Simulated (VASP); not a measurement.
Here is the system:

```
Lu
1.0
    1.72826    -2.99344     0.00000
    1.72826     2.99344     0.00000
    0.00000     0.00000     5.37370
Lu
2
Direct
  0.33333   0.66667   0.25000
  0.66667   0.33333   0.75000
```

Computed with PBEsol GGA, VASP's PBE PAW potentials (set 64) (plane waves; VASP). Run with 480 eV cut-off, 12×12×6 Γ-centred mesh, first-order Methfessel-Paxton smearing of 0.10 eV, potentials Lu_3.

Energy and stress use the plane-wave basis of the starting cell.

Task: The ions, cell shape and volume at an external pressure of 2.0 GPa are relaxed. Give the cell that the relaxation ends in.

Result: 
```
Lu
1.0
    1.71069    -2.96300     0.00000
    1.71069     2.96300     0.00000
    0.00000     0.00000     5.29786
Lu
2
Cartesian
  1.71069   0.98767   1.32447
  1.71069  -0.98767   3.97340
```
Space group P6_3/mmc (194), at a tolerance of 0.03 Å.

Task: How do energy and volume change from the first to the last step?

Result: The energy (σ→0) changes by +5.8 meV/atom and the volume by -3.4 %, in 6 ionic steps.

| step | E(σ→0) (eV) | max force (eV/Å) | pressure (GPa) | volume (Å³) |
|---|---|---|---|---|
| 1 | -9.7477 | 0.000 | 0.06 | 55.60 |
| 2 | -9.7244 | 0.000 | 2.83 | 52.93 |
| 3 | -9.7356 | 0.000 | 2.01 | 53.67 |
| 4 | -9.7361 | 0.000 | 1.97 | 53.71 |
| 5 | -9.7361 | 0.000 | 1.97 | 53.71 |
| 6 | -9.7361 | 0.000 | 1.96 | 53.71 |

The compound is Lu in the hcp structure. This run relaxes it under an external pressure of 2 GPa. Symmetry was kept, so distortions that lower it aren't found.
